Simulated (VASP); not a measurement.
Given:

```xyz
2
Lattice="0.0000 2.9138 2.9138 2.9138 0.0000 2.9138 2.9138 2.9138 0.0000" Properties=species:S:1:pos:R:3 pbc="T T T"
In     0.0000     0.0000     0.0000
P      1.4569     1.4569     1.4569
```

Level of theory: LDA (Ceperley-Alder, Perdew-Zunger), VASP's LDA PAW potentials (set 64) (plane waves; VASP). Run with 520 eV cut-off, Gaussian smearing of 0.050 eV, potentials In_d P.

Unless said otherwise, spin-orbit coupling is left out, though it shifts the bands of the heavy elements here.

### Question
What does the run give for the band gap (along the path) with the smallest direct gap where there is one?

### Answer

The band gap (along the path) comes out as 0.60 eV. The smallest direct gap (along the path) is 0.60 eV.

Only differences to runs with the same potentials and settings are physical.

The compound is InP in the zinc blende structure. It was relaxed first.
